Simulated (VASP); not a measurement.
```yaml
crystal:
  lattice:
    - [0.00000, 2.77100, 2.77100]
    - [2.77100, 0.00000, 2.77100]
    - [2.77100, 2.77100, 0.00000]
  atoms:
    - { symbol: Ag, position: [0.00000, 0.00000, 0.00000] }
    - { symbol: Cl, position: [0.50000, 0.50000, 0.50000] }
```

Computed with r2SCAN meta-GGA, VASP's PBE PAW potentials (set 64) (plane waves; VASP). Run with 520 eV cut-off, 9×9×9 Γ-centred mesh, tetrahedra with Blöchl corrections, potentials Ag Cl.

Task: What does the run give for the energy per atom (σ→0), band gap (over mesh and band path) with the smallest direct gap where there is one?

Result: 
The band gap (over mesh and band path) comes out as 1.42 eV and the smallest direct gap (over mesh and band path) is 3.54 eV. The energy per atom (σ→0) comes out as -14.322 eV/atom.

The absolute energy has meaning only against runs of the same code, potentials and settings.

The compound is AgCl in the rock salt structure. It was relaxed first.
